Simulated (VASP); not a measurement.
Data:

```
CELL_PARAMETERS angstrom
      1.56509    -2.71082     0.00000
      1.56509     2.71082     0.00000
      0.00000     0.00000     5.01173
ATOMIC_POSITIONS crystal
  Al 0.66667 0.33333 0.50005
  Al 0.33333 0.66667 0.00005
  N  0.66667 0.33333 0.88195
  N  0.33333 0.66667 0.38195
```

The numbers are results of PBE GGA, VASP's PBE PAW potentials (set 64) (plane waves; VASP 6.6.1), not measurements. Settings: 600 eV cut-off, 8×8×4 Γ-centred mesh, Gaussian smearing of 0.050 eV, potentials Al N.

Task: Predict the energy per atom (σ→0).

Result: 
| Item | Result |
|---|---|
| energy per atom (σ→0) | -7.446 eV/atom |

Total energies compare only between runs with the same potentials, cut-off and functional.

The compound is AlN in the wurtzite structure. It was relaxed first.
